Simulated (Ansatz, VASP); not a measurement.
# Cross-check of SbAs between VASP and Ansatz

Wanted: the spread between two codes on one cell, functional and k mesh. The cell is generated by rule, not measured, and may not be a known phase. The cell is taken from a series of runs on this material, whose earlier steps may have relaxed, scaled, displaced or heated it; both programs get it as it stands.

Method: plane waves, with VASP 6.6.1 beside it; zone-centre phonons at PBEsol, in Ansatz 0.2.0.

The structure was built from a prototype and need not be the compound's stable phase.

## 1. The starting structure

Symmetry: P6_3mc, No. 186, hexagonal system. The conventional cell has a = 4.864 Å, b = 4.864 Å, c = 6.010 Å, α = 90.00°, β = 90.00°, γ = 120.00°. Nearest to Sb lie 4 As at 2.68 to 2.83 Å. Nearest to As lie 4 Sb at 2.68 to 2.83 Å. Farther neighbours are not listed.

## 2. VASP: zone-centre phonons, PBEsol

Second derivatives magnify differences that forces hide, and they need a tight electronic threshold.

Lines of VASP's logs that name or quote its potential files are left out, and so is its time.

INCAR

```
SYSTEM = SbAs
PREC = Accurate
ENCUT = 500
EDIFF = 1E-08
NELM = 120
ISMEAR = 1
SIGMA = 0.2
LREAL = .FALSE.
ALGO = Normal
GGA = PS
NBANDS = 16
LORBIT = 11
LWAVE = .FALSE.
LCHARG = .FALSE.
ISIF = 2
IBRION = 8
LASPH = .TRUE.
GGA_COMPAT = .FALSE.
KPAR = 2
```

POSCAR

```
SbAs
1.0
    4.8639947850     -0.0000032096      0.0000000000
   -2.4319946129      4.2123446524      0.0000000000
    0.0000000000      0.0000000000      6.0103731548
Sb As
2 2
Direct
    0.3333333334      0.6666666668      0.9648170563
    0.6666666668      0.3333333334      0.4648170563
    0.3333333334      0.6666666668      0.4101829437
    0.6666666668      0.3333333334      0.9101829437
```

KPOINTS

```
Automatic mesh
0
Gamma
12 12 6
0 0 0
```

PAW data sets: Sb and As (PBE family, release 64).

Launch:

```sh
$ mpirun -np 2 vasp_std
```

Numbers of over 12 decimals in the logs are rounded to 6 here.

What it wrote:

```text
[banner, memory and clock lines left out]
running    2 mpi-ranks, on    1 nodes
 distrk:  each k-point on    1 cores,    2 groups
 distr:  one band on    1 cores,    1 groups

 POSCAR found type information on POSCAR SbAs
 POSCAR found :  2 types and       4 ions
|                                                                             |
|               ----> ADVICE to this user running VASP <----                  |
|                                                                             |
|     You enforced a specific xc type in the INCAR file but a different       |
|     [... a line on the potential file left out ...]
|     I HOPE YOU KNOW WHAT YOU ARE DOING!                                     |
|                                                                             |

 LDA part: xc-table for (Slater+PW92), standard interpolation
 POSCAR, INCAR and KPOINTS ok, starting setup
 FFT: planning ... GRIDC
 FFT: planning ... GRID_SOFT
 FFT: planning ... GRID
 WAVECAR not read
 entering main loop
       N       E                     dE             d eps       ncg     rms          rms(c)
DAV:   1     0.866668075271E+02    0.86667E+02   -0.70342E+03  2432   0.964E+02
DAV:   2    -0.119676229143E+02   -0.98634E+02   -0.95810E+02  3216   0.158E+02
DAV:   3    -0.186753791874E+02   -0.67078E+01   -0.66413E+01  3224   0.462E+01
DAV:   4    -0.187588036798E+02   -0.83424E-01   -0.83382E-01  2904   0.597E+00
DAV:   5    -0.187601320577E+02   -0.13284E-02   -0.13283E-02  3272   0.790E-01    0.439E+00
DAV:   6    -0.185925075994E+02    0.16762E+00   -0.35234E-01  2968   0.248E+00    0.271E+00
DAV:   7    -0.185741290953E+02    0.18379E-01   -0.71768E-02  2992   0.130E+00    0.864E-01
DAV:   8    -0.185701513091E+02    0.39778E-02   -0.69720E-03  2864   0.433E-01    0.165E-01
DAV:   9    -0.185702015973E+02   -0.50288E-04   -0.12894E-03  2840   0.213E-01    0.712E-02
DAV:  10    -0.185702565934E+02   -0.54996E-04   -0.77722E-05  3056   0.484E-02    0.341E-02
DAV:  11    -0.185703186659E+02   -0.62073E-04   -0.10635E-04  2848   0.473E-02    0.918E-03
DAV:  12    -0.185703179196E+02    0.74633E-06   -0.69926E-06  3152   0.149E-02    0.592E-03
DAV:  13    -0.185703190202E+02   -0.11006E-05   -0.28235E-06  2872   0.802E-03    0.146E-03
DAV:  14    -0.185703190299E+02   -0.97190E-08   -0.10583E-07  3296   0.186E-03    0.947E-04
DAV:  15    -0.185703191279E+02   -0.98035E-07   -0.22781E-08  2600   0.874E-04    0.274E-04
DAV:  16    -0.185703191154E+02    0.12563E-07   -0.85001E-10  1816   0.185E-04    0.119E-04
DAV:  17    -0.185703191130E+02    0.23382E-08   -0.12524E-09  1544   0.177E-04
   1 F= -.18570319E+02 E0= -.18570431E+02  d E =0.337123E-03
 Linear response reoptimize wavefunctions to high precision
DAV:   1    -0.185703191108E+02    0.22183E-08   -0.21290E-10  1840   0.921E-05
DAV:   2    -0.185703191108E+02    0.24102E-10   -0.35835E-11  1472   0.362E-05
 Linear response DOF=           4
 Linear response progress:
  Degree of freedom:   1/  4
       N       E                     dE             d eps       ncg     rms          rms(c)
RMM:   1    -0.278596190196E-01   -0.27860E-01    0.11839E-02 27100   0.120E+00
RMM:   2    -0.264801098656E-01    0.13795E-02   -0.26418E-03 22296   0.265E-01    0.440E-02
RMM:   3    -0.264244364436E-01    0.55673E-04   -0.12003E-04 23569   0.448E-02    0.252E-02
RMM:   4    -0.263894143329E-01    0.35022E-04   -0.36716E-05 23371   0.175E-02    0.309E-03
RMM:   5    -0.263902601384E-01   -0.84581E-06    0.27601E-07 24230   0.366E-03    0.105E-03
RMM:   6    -0.263931234745E-01   -0.28633E-05    0.26910E-06 23842   0.123E-03    0.328E-04
RMM:   7    -0.263935107786E-01   -0.38730E-06    0.69151E-07 24567   0.387E-04    0.874E-05
RMM:   8    -0.263934831619E-01    0.27617E-07   -0.12244E-08 24294   0.149E-04    0.224E-05
RMM:   9    -0.263935129599E-01   -0.29798E-07   -0.98758E-09 24650   0.430E-05    0.404E-06
RMM:  10    -0.263935136234E-01   -0.66356E-09   -0.27950E-08 24880   0.105E-05    0.202E-06
 first order change of Fermi-energy  -0.17366E-05
 force on displaced ion       1 direction 1 :  -2.430   0.002   0.000
 Linear response progress:
  Degree of freedom:   2/  4
       N       E                     dE             d eps       ncg     rms          rms(c)
RMM:   1    -0.312256920965E-01   -0.31226E-01    0.22057E-02  5646   0.118E+00
RMM:   2    -0.299971410760E-01    0.12286E-02   -0.22875E-03  5121   0.255E-01    0.541E-02
RMM:   3    -0.298814630219E-01    0.11568E-03   -0.86263E-05  5300   0.514E-02    0.309E-02
RMM:   4    -0.297934443132E-01    0.88019E-04   -0.50710E-06  5335   0.196E-02    0.116E-02
RMM:   5    -0.297716501150E-01    0.21794E-04   -0.41178E-06  5387   0.736E-03    0.277E-03
RMM:   6    -0.297727737611E-01   -0.11236E-05   -0.36479E-06  5429   0.191E-03    0.825E-04
RMM:   7    -0.297733791631E-01   -0.60540E-06   -0.17927E-06  5314   0.692E-04    0.175E-04
RMM:   8    -0.297731533880E-01    0.22578E-06   -0.45321E-07  5386   0.309E-04    0.768E-05
RMM:   9    -0.297729976086E-01    0.15578E-06   -0.15671E-07  5244   0.111E-04    0.259E-05
RMM:  10    -0.297730247002E-01   -0.27092E-07   -0.13239E-07  5347   0.656E-05    0.838E-06
RMM:  11    -0.297730339606E-01   -0.92604E-08   -0.51576E-08  5742   0.158E-05    0.399E-06
 first order change of Fermi-energy  -0.15996E+00
 force on displaced ion       1 direction 3 :  -0.000  -0.000  -6.505
 Linear response progress:
  Degree of freedom:   3/  4
       N       E                     dE             d eps       ncg     rms          rms(c)
RMM:   1    -0.464287646530E-01   -0.46429E-01    0.62172E-02 32423   0.111E+00
RMM:   2    -0.453871087100E-01    0.10417E-02   -0.23086E-03 22162   0.250E-01    0.481E-02
RMM:   3    -0.454471395677E-01   -0.60031E-04   -0.80397E-05 23526   0.432E-02    0.266E-02
RMM:   4    -0.455502895263E-01   -0.10315E-03   -0.49731E-05 23212   0.225E-02    0.381E-03
RMM:   5    -0.455537366557E-01   -0.34471E-05   -0.22079E-06 24286   0.485E-03    0.128E-03
RMM:   6    -0.455508449999E-01    0.28917E-05    0.26364E-06 24248   0.117E-03    0.495E-04
RMM:   7    -0.455520505243E-01   -0.12055E-05    0.13668E-06 24045   0.507E-04    0.972E-05
RMM:   8    -0.455523778010E-01   -0.32728E-06    0.20975E-07 24733   0.146E-04    0.266E-05
RMM:   9    -0.455522968065E-01    0.80995E-07   -0.19457E-08 24382   0.576E-05    0.663E-06
RMM:  10    -0.455523040876E-01   -0.72811E-08    0.10019E-08 25325   0.141E-05    0.240E-06
 first order change of Fermi-energy  -0.17923E-05
 force on displaced ion       3 direction 1 :  -2.682  -0.002  -0.000
 Linear response progress:
  Degree of freedom:   4/  4
       N       E                     dE             d eps       ncg     rms          rms(c)
RMM:   1    -0.509648151973E-01   -0.50965E-01    0.61807E-02  7252   0.108E+00
RMM:   2    -0.491432196247E-01    0.18216E-02   -0.20034E-03  5025   0.238E-01    0.592E-02
RMM:   3    -0.491430335039E-01    0.18612E-06   -0.89692E-05  5310   0.484E-02    0.326E-02
RMM:   4    -0.491688178116E-01   -0.25784E-04   -0.66638E-06  5387   0.175E-02    0.123E-02
RMM:   5    -0.491944629400E-01   -0.25645E-04   -0.79590E-06  5372   0.758E-03    0.218E-03
RMM:   6    -0.491944206315E-01    0.42308E-07   -0.27353E-06  5463   0.167E-03    0.587E-04
RMM:   7    -0.491940732748E-01    0.34736E-06   -0.48274E-07  5508   0.497E-04    0.122E-04
RMM:   8    -0.491937113646E-01    0.36191E-06   -0.20142E-08  5572   0.120E-04    0.478E-05
RMM:   9    -0.491936869261E-01    0.24439E-07   -0.38882E-08  5383   0.785E-05    0.141E-05
RMM:  10    -0.491937216227E-01   -0.34697E-07   -0.33742E-08  5560   0.286E-05    0.529E-06
RMM:  11    -0.491937261058E-01   -0.44831E-08   -0.27552E-08  5387   0.145E-05    0.262E-06
 first order change of Fermi-energy   0.16000E+00
 force on displaced ion       3 direction 3 :  -0.000  -0.000  -6.698
 Linear response finished
```

From OUTCAR (step 2):

```text
ion  position               nearest neighbor table
   1  0.333  0.667  0.965-   3 2.68   4 2.83   4 2.83   4 2.83   3 3.33
   2  0.667  0.333  0.465-   4 2.68   3 2.83   3 2.83   3 2.83   4 3.33
   3  0.333  0.667  0.410-   1 2.68   2 2.83   2 2.83   2 2.83   1 3.33
   4  0.667  0.333  0.910-   2 2.68   1 2.83   1 2.83   1 2.83   2 3.33

  LATTYP: Found a hexagonal cell.
 ALAT       =     4.8639947850
 C/A-ratio  =     1.2356865952

 Subroutine GETGRP returns: Found 12 space group operations
 (whereof  6 operations were pure point group operations)

The static configuration has the point symmetry C_3v.
 The point group associated with its full space group is C_6v.

 Found     76 irreducible k-points:

   k-points           NKPTS =     76   k-points in BZ     NKDIM =     76   number of bands    NBANDS=     16

   dimension x,y,z NGX =    36 NGY =   36 NGZ =   48
   dimension x,y,z NGXF=    72 NGYF=   72 NGZF=   96

   ENCUT  =  500.0 eV  36.75 Ry    6.06 a.u.   8.87  8.87 10.96*2*pi/ulx,y,z

   NELECT =      20.0000    total number of electrons

 k-points in reciprocal lattice and weights: Automatic mesh
   0.00000000  0.00000000  0.00000000       0.001
   0.08333333  0.00000000  0.00000000       0.007
   0.16666667  0.00000000  0.00000000       0.007
   0.25000000  0.00000000  0.00000000       0.007
   0.33333333  0.00000000  0.00000000       0.007
   0.41666667 -0.00000000  0.00000000       0.007
   0.50000000  0.00000000  0.00000000       0.003
   0.08333333  0.08333333  0.00000000       0.007
   0.16666667  0.08333333  0.00000000       0.014
[...]
0.33333333  0.25000000  0.50000000       0.014
   0.33333333  0.33333333  0.50000000       0.002

 average (electrostatic) potential at core
       1 -88.2385       2 -88.2385       3 -50.1368       4 -50.1368

  Total        0.0952307      0.0952307      0.1734836      0.0000000     -0.0000000      0.0000000
  in kB        1.2389942      1.2389942      2.2570997      0.0000000     -0.0000000      0.0000000
  external PRESSURE =       1.5783627 kB  Pullay stress =       0.0000000 kB

  energy-cutoff  :      500.00
  volume of cell :      123.15
      direct lattice vectors                 reciprocal lattice vectors
     4.863994785 -0.000003210  0.000000000     0.205592404  0.118698649  0.000000000
    -2.431994613  4.212344652  0.000000000     0.000000157  0.237397569  0.000000000
     0.000000000  0.000000000  6.010373155     0.000000000  0.000000000  0.166379021

 POSITION                                       TOTAL-FORCE (eV/Angst)
 -----------------------------------------------------------------------------------
      0.00000      2.80823      5.79891        -0.000000      0.000000     -0.033633
      2.43200      1.40411      2.79372         0.000000     -0.000000     -0.033633
      0.00000      2.80823      2.46535         0.000000     -0.000000      0.033633
      2.43200      1.40411      5.47054        -0.000000      0.000000      0.033633
 -----------------------------------------------------------------------------------
    total drift:                               -0.000000     -0.000000     -0.000424

 Eigenvectors and eigenvalues of the dynamical matrix
 ----------------------------------------------------

   1 f  =    5.966648 THz    37.489557 2PiTHz  199.025962 cm-1    24.676063 meV
             X         Y         Z           dx          dy          dz
      0.000002  2.808229  5.798911     0.000000   -0.000000    0.379862
      2.431998  1.404113  2.793724     0.000000   -0.000000   -0.379862
      0.000002  2.808229  2.465353    -0.000000    0.000000   -0.596410
      2.431998  1.404113  5.470539    -0.000000    0.000000    0.596410

   2 f  =    5.076897 THz    31.899088 2PiTHz  169.347072 cm-1    20.996351 meV
             X         Y         Z           dx          dy          dz
      0.000002  2.808229  5.798911     0.000000    0.000000    0.436868
      2.431998  1.404113  2.793724     0.000000    0.000000    0.436868
      0.000002  2.808229  2.465353    -0.000000   -0.000000   -0.556009
      2.431998  1.404113  5.470539    -0.000000   -0.000000   -0.556009

   3 f  =    4.618215 THz    29.017098 2PiTHz  154.047058 cm-1    19.099392 meV
             X         Y         Z           dx          dy          dz
      0.000002  2.808229  5.798911    -0.436287   -0.012471   -0.000000
      2.431998  1.404113  2.793724    -0.436287   -0.012471    0.000000
      0.000002  2.808229  2.465353     0.556098    0.015896   -0.000000
      2.431998  1.404113  5.470539     0.556098    0.015896   -0.000000

   4 f  =    4.618215 THz    29.017098 2PiTHz  154.047058 cm-1    19.099392 meV
             X         Y         Z           dx          dy          dz
      0.000002  2.808229  5.798911     0.012471   -0.436287   -0.000000
      2.431998  1.404113  2.793724     0.012471   -0.436287   -0.000000
      0.000002  2.808229  2.465353    -0.015896    0.556098   -0.000000
      2.431998  1.404113  5.470539    -0.015896    0.556098   -0.000000

   5 f  =    2.904964 THz    18.252425 2PiTHz   96.899159 cm-1    12.013959 meV
             X         Y         Z           dx          dy          dz
      0.000002  2.808229  5.798911     0.000000   -0.000000   -0.596410
      2.431998  1.404113  2.793724     0.000000   -0.000000    0.596410
      0.000002  2.808229  2.465353    -0.000000    0.000000   -0.379862
      2.431998  1.404113  5.470539     0.000000   -0.000000    0.379862

   6 f  =    2.348449 THz    14.755743 2PiTHz   78.335839 cm-1     9.712402 meV
             X         Y         Z           dx          dy          dz
      0.000002  2.808229  5.798911     0.345052    0.009861   -0.000000
      2.431998  1.404113  2.793724    -0.345052   -0.009861    0.000000
      0.000002  2.808229  2.465353     0.616872    0.017628   -0.000000
      2.431998  1.404113  5.470539    -0.616872   -0.017628    0.000000

   7 f  =    2.348449 THz    14.755743 2PiTHz   78.335839 cm-1     9.712402 meV
             X         Y         Z           dx          dy          dz
      0.000002  2.808229  5.798911     0.009861   -0.345052   -0.000000
      2.431998  1.404113  2.793724    -0.009861    0.345052   -0.000000
      0.000002  2.808229  2.465353     0.017628   -0.616872   -0.000000
      2.431998  1.404113  5.470539    -0.017628    0.616872   -0.000000

   8 f  =    0.641936 THz     4.033401 2PiTHz   21.412668 cm-1     2.654831 meV
             X         Y         Z           dx          dy          dz
      0.000002  2.808229  5.798911    -0.616875   -0.017535    0.000000
      2.431998  1.404113  2.793724     0.616875    0.017535    0.000000
      0.000002  2.808229  2.465353     0.345053    0.009808    0.000000
      2.431998  1.404113  5.470539    -0.345053   -0.009808    0.000000

   9 f  =    0.641936 THz     4.033401 2PiTHz   21.412668 cm-1     2.654831 meV
             X         Y         Z           dx          dy          dz
      0.000002  2.808229  5.798911    -0.017535    0.616875   -0.000000
      2.431998  1.404113  2.793724     0.017535   -0.616875   -0.000000
      0.000002  2.808229  2.465353     0.009808   -0.345053   -0.000000
      2.431998  1.404113  5.470539    -0.009808    0.345053   -0.000000

  10 f/i=    0.000261 THz     0.001639 2PiTHz    0.008700 cm-1     0.001079 meV
             X         Y         Z           dx          dy          dz
      0.000002  2.808229  5.798911    -0.452838   -0.323165    0.000000
      2.431998  1.404113  2.793724    -0.452838   -0.323165    0.000000
      0.000002  2.808229  2.465353    -0.355274   -0.253539    0.000000
      2.431998  1.404113  5.470539    -0.355274   -0.253539    0.000000

  11 f/i=    0.000261 THz     0.001639 2PiTHz    0.008700 cm-1     0.001079 meV
             X         Y         Z           dx          dy          dz
      0.000002  2.808229  5.798911     0.323165   -0.452838    0.000000
      2.431998  1.404113  2.793724     0.323165   -0.452838    0.000000
      0.000002  2.808229  2.465353     0.253539   -0.355274    0.000000
      2.431998  1.404113  5.470539     0.253539   -0.355274    0.000000

  12 f/i=    0.003967 THz     0.024924 2PiTHz    0.132319 cm-1     0.016405 meV
             X         Y         Z           dx          dy          dz
      0.000002  2.808229  5.798911     0.000000    0.000000    0.556009
      2.431998  1.404113  2.793724     0.000000    0.000000    0.556009
      0.000002  2.808229  2.465353     0.000000    0.000000    0.436868
      2.431998  1.404113  5.470539     0.000000    0.000000    0.436868

 ELASTIC MODULI CONTR FROM IONIC RELAXATION (kBar)
 Direction    XX          YY          ZZ          XY          YZ          ZX
 --------------------------------------------------------------------------------
 XX         -64.3258     64.0035     11.1781     -0.0000      0.0000     -0.0000
 YY          64.0035    -64.3258     11.1781     -0.0000     -0.0000      0.0000
 ZZ          11.1781     11.1781   -775.2640      0.0000     -0.0000      0.0000
 XY          -0.0000     -0.0000      0.0000    -64.1646     -0.0000      0.0000
 YZ           0.0000     -0.0000     -0.0000     -0.0000     -5.5761     -0.0000
 ZX          -0.0000      0.0000      0.0000      0.0000     -0.0000     -8.8775
 --------------------------------------------------------------------------------
```

[end of part 1 of 2]

[Lines on the potential files, build, host, timing and source positions are cut from VASP's logs without a mark.]

[Logs are printed without paths, hosts, clocks, repeated set-up lines and the standing remarks that a program may print on its own settings, such as how far it seeks lower states.]

[Hosts, paths, dates, database ids (printed as entryN), source tags and the programs' standing remarks are cut or masked in the printed files.]
